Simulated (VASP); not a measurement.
# SiF (Pm-3m) in VASP: a series of runs

One crystal, SiF, is run at these levels: PBE+D3, PBE+D3(BJ); tasks: relaxation of cell and atoms.

Program: VASP 6.6.1. These are calculated values, not measurements. Logs are shortened: lines on timing, memory, paths and dates and some standing lists are left out, and cuts for length are marked.

## 1. The crystal as given

The structure is cubic, space group Pm-3m (No. 221). The conventional cell has a = 3.029 Å, b = 3.029 Å, c = 3.029 Å, α = 90.00°, β = 90.00°, γ = 90.00°. Si (site symmetry m-3m) is surrounded by 8 F at 2.62 Å. F (site symmetry m-3m) has 8 Si at 2.62 Å as nearest neighbours.

The cell was built by a generator and needn't be a form met in nature.

## 2. Relaxation of cell and atoms, PBE+D3

Input file INCAR:

```
SYSTEM = SiF
ALGO     = Normal         ! electronic algorithm
EDIFF    = 1E-6           ! SCF threshold, eV
EDIFFG   = -0.02          ! ionic threshold
ENCUT    = 600            ! plane-wave cutoff, eV
GGA      = PE             ! functional
IBRION   = 2              ! ionic algorithm
ISIF     = 3              ! what is computed and relaxed
ISMEAR   = -1             ! smearing method
IVDW     = 11             ! dispersion correction
LASPH    = .TRUE.         ! aspherical terms in the spheres
LCHARG   = .FALSE.        ! write CHGCAR
LREAL    = .FALSE.        ! projectors in reciprocal space
LWAVE    = .FALSE.        ! write WAVECAR
NELM     = 60             ! most SCF steps
NSW      = 60             ! ionic steps
PREC     = Accurate       ! precision mode
SIGMA    = 0.05           ! smearing width, eV
```

Input file KPOINTS:

```
k-points
0
G
  9 9 9
  0 0 0
```

Input file POSCAR:

```
SiF
1.0
    3.0286000000      0.0000000000      0.0000000000
    0.0000000000      3.0286000000      0.0000000000
    0.0000000000      0.0000000000      3.0286000000
Si F
1 1
Direct
    0.5000000000      0.5000000000      0.5000000000
    0.0000000000      0.0000000000      0.0000000000
```

Potentials or basis: VASP PAW PBE potentials, release 64 (Si, F).

Run with:

```console
> cat potpaw_PBE.64/Si/POTCAR potpaw_PBE.64/F/POTCAR > POTCAR
> mpirun -np 1 vasp_std > vasp.out
```

OUTCAR:

```text
SYSTEM = SiF
   EDIFF = 1E-6
   EDIFFG = -0.02
   ENCUT = 600
   GGA = PE
   IBRION = 2
   ISIF = 3
   ISMEAR = -1
   IVDW = 11
   LASPH = .TRUE.
   LREAL = .FALSE.
   NELM = 60
   NSW = 60
   PREC = Accurate
 IVDW          = 11

 ion  position               nearest neighbor table
   1  0.500  0.500  0.500-
   2  0.000  0.000  0.000-

  LATTYP: Found a simple cubic cell.
 ALAT       =     3.0286000000

  Lattice vectors:

 A1 = (   3.0286000000,   0.0000000000,   0.0000000000)
 A2 = (   0.0000000000,   3.0286000000,   0.0000000000)
 A3 = (   0.0000000000,   0.0000000000,   3.0286000000)

Analysis of symmetry for initial positions (statically):
=====================================================================
 Subroutine PRICEL returns:
 Original cell was already a primitive cell.

 Routine SETGRP: Setting up the symmetry group for a
 simple cubic supercell.

 Subroutine GETGRP returns: Found 48 space group operations
 (whereof 48 operations were pure point group operations)
 out of a pool of 48 trial point group operations.

The static configuration has the point symmetry O_h .

Analysis of symmetry for dynamics (positions and initial velocities):
=====================================================================
 Subroutine PRICEL returns:
 Original cell was already a primitive cell.

 Routine SETGRP: Setting up the symmetry group for a
 simple cubic supercell.

 Subroutine GETGRP returns: Found 48 space group operations
 (whereof 48 operations were pure point group operations)
 out of a pool of 48 trial point group operations.

The dynamic configuration has the point symmetry O_h .

 Subroutine INISYM returns: Found 48 space group operations
 (whereof 48 operations are pure point group operations),
 and found     1 'primitive' translations

----------------------------------------------------------------------------------------

                                     Primitive cell

  volume of cell :      27.7796

  direct lattice vectors                    reciprocal lattice vectors
     3.028600000  0.000000000  0.000000000     0.330185564  0.000000000  0.000000000
     0.000000000  3.028600000  0.000000000     0.000000000  0.330185564  0.000000000
     0.000000000  0.000000000  3.028600000     0.000000000  0.000000000  0.330185564

  length of vectors
     3.028600000  3.028600000  3.028600000     0.330185564  0.330185564  0.330185564

  position of ions in fractional coordinates (direct lattice)
     0.500000000  0.500000000  0.500000000
     0.000000000  0.000000000  0.000000000

  ion indices of the primitive-cell ions
   primitive index   ion index
                 1           1
                 2           2

----------------------------------------------------------------------------------------

 KPOINTS: k-points

Automatic generation of k-mesh.
 Grid dimensions read from file:
 generate k-points for:    9    9    9

 Generating k-lattice:

  Cartesian coordinates                     Fractional coordinates (reciprocal lattice)
     0.036687285  0.000000000  0.000000000     0.111111111  0.000000000  0.000000000
     0.000000000  0.036687285  0.000000000     0.000000000  0.111111111  0.000000000
     0.000000000  0.000000000  0.036687285     0.000000000  0.000000000  0.111111111

  Length of vectors
     0.036687285  0.036687285  0.036687285

  Shift w.r.t. Gamma in fractional coordinates (k-lattice)
     0.000000000  0.000000000  0.000000000

 Subroutine IBZKPT returns following result:
 ===========================================

 Found     35 irreducible k-points:

[... 51 lines left out ...]
   ISIF   =      3    stress and relaxation
   ISYM   =      2    0-nonsym 1-usesym 2-fastsym
   POTIM  = 0.5000    time-step for ionic-motion
   TEBEG  =    0.0;   TEEND  =   0.0 temperature during run
   PSTRESS=    0.0 pullay stress
   NELECT =      11.0000    total number of electrons
   NUPDOWN=      -1.0000    fix difference up-down
   EMIN   =  10.00;   EMAX   =-10.00  energy-range for DOS
   EFERMI =   0.00;   METHOD = LEGACY
   ISMEAR =    -1;   SIGMA  =   0.05  broadening in eV -4-tet -1-fermi 0-gaus
   EFERMI_NEDOS =   21; number of points for ismear=-14 and -15
   IALGO  =     38    algorithm
   IMIX   =      4    mixing-type and parameters
     AMIX     =   0.40;   BMIX     =  1.00
     AMIX_MAG =   1.60;   BMIX_MAG =  1.00
  volume/ion in A,a.u.               =      13.89        93.73
  Fermi-wavevector in a.u.,A,eV,Ry     =   1.202164  2.271761 19.663124  1.445199
  Thomas-Fermi vector in A             =   2.337953
   LORBIT       =      0    0 simple, 1 ext, 2 COOP (PROOUT), +10 PAW based schemes
   GGA     = PE    functional components
   LHFCALC =     F    Hartree Fock is set to
   AEXX    =    0.0000 exact exchange contribution
   IVDW    =    11    specifies the selected vdW correction
   LEPSILON=     F    determine dielectric tensor
   LRPA    =     F    only Hartree local field effects (RPA)
 conjugate gradient relaxation of ions
 non-spin polarized calculation
  energy-cutoff  :      600.00
  volume of cell :       27.78
 maximum number of plane-waves:       943
   NGX = 13   NGY = 13   NGZ = 13

--------------------------------------- Ionic step        1  -------------------------------------------

 number of electron      11.0000013 magnetization

 Free energy of the ion-electron system (eV)
  ---------------------------------------------------
  ext. energy  EPLUGINS =         0.00000000
  ---------------------------------------------------
  free energy    TOTEN  =        -7.78013319 eV

  energy without entropy =       -7.76234842  energy(sigma->0) =       -7.77124081

------------------------ aborting loop because EDIFF is reached ----------------------------------------

 Edisp (eV)   -0.25803

 E8    (eV) :    -0.1261

  FORCE on cell =-STRESS in cart. coord.  units (eV):
  Direction    XX          YY          ZZ          XY          YZ          ZX
  --------------------------------------------------------------------------------------
  -------------------------------------------------------------------------------------
  Total      -0.13544    -0.13544    -0.13544    -0.00000     0.00000    -0.00000
  in kB      -7.81124    -7.81124    -7.81124    -0.00000     0.00000    -0.00000
  external pressure =       -7.81 kB  Pullay stress =        0.00 kB

 VOLUME and BASIS-vectors are now :
 -----------------------------------------------------------------------------
  energy-cutoff  :      600.00
  volume of cell :       27.78
      direct lattice vectors                 reciprocal lattice vectors
     3.028600000  0.000000000  0.000000000     0.330185564  0.000000000  0.000000000
     0.000000000  3.028600000  0.000000000     0.000000000  0.330185564  0.000000000
     0.000000000  0.000000000  3.028600000     0.000000000  0.000000000  0.330185564

 POSITION                                       TOTAL-FORCE (eV/Angst)
 -----------------------------------------------------------------------------------
      1.51430      1.51430      1.51430         0.000000      0.000000      0.000000
      0.00000      0.00000      0.00000         0.000000      0.000000      0.000000
 -----------------------------------------------------------------------------------
    total drift:                               -0.000000      0.000000      0.000000

  FREE ENERGIE OF THE ION-ELECTRON SYSTEM (eV)
  ---------------------------------------------------
  free  energy   TOTEN  =        -8.0381583060 eV

  energy  without entropy=       -8.0203735319  energy(sigma->0) =       -8.02926592

--------------------------------------- Ionic step        2  -------------------------------------------

 number of electron      11.0000012 magnetization

 Free energy of the ion-electron system (eV)
  ---------------------------------------------------
  ext. energy  EPLUGINS =         0.00000000
  ---------------------------------------------------
  free energy    TOTEN  =        -7.77967167 eV

  energy without entropy =       -7.76211404  energy(sigma->0) =       -7.77089286

 E-fermi :   5.9082     XC(G=0): -10.3484

 val. band max:        5.8789580355   @ k =   0.3333   0.2222   0.0000
 cond. band min:       5.9356260813   @ k =   0.4444   0.3333   0.0000
 fundamental gap:      0.0566680458
 Fermi energy:         5.9081631293

 k-point     1 :       0.0000    0.0000    0.0000
  band No.  band energies     occupation
      1     -18.2844      2.00000
      2      -3.0898      2.00000
      3       0.6360      2.00000
      4       0.6360      2.00000
      5       0.6360      2.00000
      6      11.1135      0.00000
      7      11.1135      0.00000
      8      11.1135      0.00000
      9      11.7191      0.00000
[... 265 lines left out ...]
 k-point    24 :       0.4444    0.3333    0.1111
  band No.  band energies     occupation
      1     -17.8998      2.00000
      2      -2.3665      2.00000
      3      -0.8661      2.00000
      4       0.9013      2.00000
      5       1.7327      2.00000
      6       5.9723      0.43441
      7       7.0241      0.00000
      8      10.9408      0.00000
      9      13.7885      0.00000

 [... further k-points ...]

------------------------ aborting loop because EDIFF is reached ----------------------------------------

 Edisp (eV)   -0.25921

 E8    (eV) :    -0.1263

  FORCE on cell =-STRESS in cart. coord.  units (eV):
  Direction    XX          YY          ZZ          XY          YZ          ZX
  --------------------------------------------------------------------------------------
  -------------------------------------------------------------------------------------
  Total      -0.01007    -0.01007    -0.01007     0.00000     0.00000    -0.00000
  in kB      -0.58651    -0.58651    -0.58651     0.00000     0.00000    -0.00000
  external pressure =       -0.59 kB  Pullay stress =        0.00 kB

 VOLUME and BASIS-vectors are now :
 -----------------------------------------------------------------------------
  energy-cutoff  :      600.00
  volume of cell :       27.51
      direct lattice vectors                 reciprocal lattice vectors
     3.018705854  0.000000000 -0.000000000     0.331267784  0.000000000 -0.000000000
    -0.000000000  3.018705854  0.000000000    -0.000000000  0.331267784 -0.000000000
     0.000000000  0.000000000  3.018705854     0.000000000  0.000000000  0.331267784

 POSITION                                       TOTAL-FORCE (eV/Angst)
 -----------------------------------------------------------------------------------
      1.50935      1.50935      1.50935        -0.000000      0.000000      0.000000
      0.00000      0.00000      0.00000         0.000000     -0.000000      0.000000
 -----------------------------------------------------------------------------------
    total drift:                               -0.000000      0.000000      0.000000

  FREE ENERGIE OF THE ION-ELECTRON SYSTEM (eV)
  ---------------------------------------------------
  free  energy   TOTEN  =        -8.0388852142 eV

  energy  without entropy=       -8.0213275878  energy(sigma->0) =       -8.03010640

 reached required accuracy - stopping structural energy minimisation
```

It took 7.3 s on 1 thread of AMD EPYC 9R45 (Zen 5), shared host; peak memory 0.12 GiB.

Results:

- Free energy: -8.0389 eV
- Relaxed volume: 13.75 Å³/atom
- Relaxed cell: a = 3.019 Å, b = 3.019 Å, c = 3.019 Å, α = 90.00°, β = 90.00°, γ = 90.00°
- Space group after relaxing (to 0.05 Å): Pm-3m (No. 221)
- Energy gained by relaxing: 0.4 meV/atom
- Ionic steps: 2
- Pressure after relaxing: -0.1 GPa
- Band gap on the k mesh: none (metal or under the smearing width)
- Dispersion energy per atom: -0.130 eV

The path:
```tsv
step	energy change (eV)	largest force (eV/Å)	pressure (GPa)	volume (Å³)
1	0.0000	0.0000	-0.78	27.78
2	-0.0007	0.0000	-0.06	27.51
```

Final structure:
```cif
data_structure
_symmetry_space_group_name_H-M 'P 1'
_symmetry_Int_Tables_number 1
_cell_length_a 3.0187
_cell_length_b 3.0187
_cell_length_c 3.0187
_cell_angle_alpha 90.000
_cell_angle_beta 90.000
_cell_angle_gamma 90.000
_cell_volume 27.51
loop_
_atom_site_label
_atom_site_type_symbol
_atom_site_fract_x
_atom_site_fract_y
_atom_site_fract_z
_atom_site_occupancy
Si1 Si 0.50000 0.50000 0.50000 1
F1 F 0.00000 0.00000 0.00000 1
```

Caveat: an odd number of electrons without spin polarisation forces a metal; a magnetic or distorted state may lie lower; pairwise dispersion overbinds metals, which lowers pressure and volume.

## 3. Relaxation of cell and atoms, PBE+D3(BJ)

INCAR, as its differences from that of step 2:

```diff
@@ -9,3 +9,3 @@
 ISMEAR   = -1             ! smearing method
-IVDW     = 11             ! dispersion correction
+IVDW     = 12             ! dispersion correction
 LASPH    = .TRUE.         ! aspherical terms in the spheres
```

KPOINTS is that of step 2.

POSCAR is that of step 2.

Potentials or basis: VASP PAW PBE potentials, release 64 (Si, F).

Run with:

```console
> cat potpaw_PBE.64/Si/POTCAR potpaw_PBE.64/F/POTCAR > POTCAR
> mpirun -np 1 vasp_std > vasp.out
```

Run time: 9.4 s. Hardware: 1 thread of AMD EPYC 9R45 (Zen 5), shared host; peak memory 0.12 GiB.

It converged, with:

```yaml
Free_energy: -8.2875 eV
Relaxed_volume: 13.59 Å³/atom
Relaxed_cell: a = 3.007 Å, b = 3.007 Å, c = 3.007 Å, α = 90.00°, β = 90.00°, γ = 90.00°
Space_group_after_relaxing_to_0.05_Å: Pm-3m (No. 221)
Energy_gained_by_relaxing: 2.0 meV/atom
Ionic_steps: 3
Pressure_after_relaxing: 0.0 GPa
Band_gap_on_the_k_mesh: none (metal or under the smearing width)
Dispersion_energy_per_atom: -0.255 eV
```

Step by step:
```csv
step,energy change (eV),largest force (eV/Å),pressure (GPa),volume (Å³)
1,0.0000,0.0000,-1.89,27.78
2,-0.0039,0.0000,0.24,27.12
3,-0.0039,0.0000,0.00,27.18
```

Final structure:
```
Si F
1.0
     3.00665    0.00000    0.00000
     0.00000    3.00665    0.00000
     0.00000    0.00000    3.00665
Si F
1 1
Cartesian
  1.5033 1.5033 1.5033
  0.0000 0.0000 0.0000
```

Levels at points of the mesh, in eV from the Fermi level:
```tsv
k point	band 1	band 2	band 3	band 4	band 5	band 6	band 7	band 8	band 9
(0.00, 0.00, 0.00)	-24.28	-9.03	-5.34	-5.34	-5.34	5.27	5.27	5.27	5.79
```

Caveat: an odd number of electrons without spin polarisation forces a metal; a magnetic or distorted state may lie lower; pairwise dispersion overbinds metals, which lowers pressure and volume.
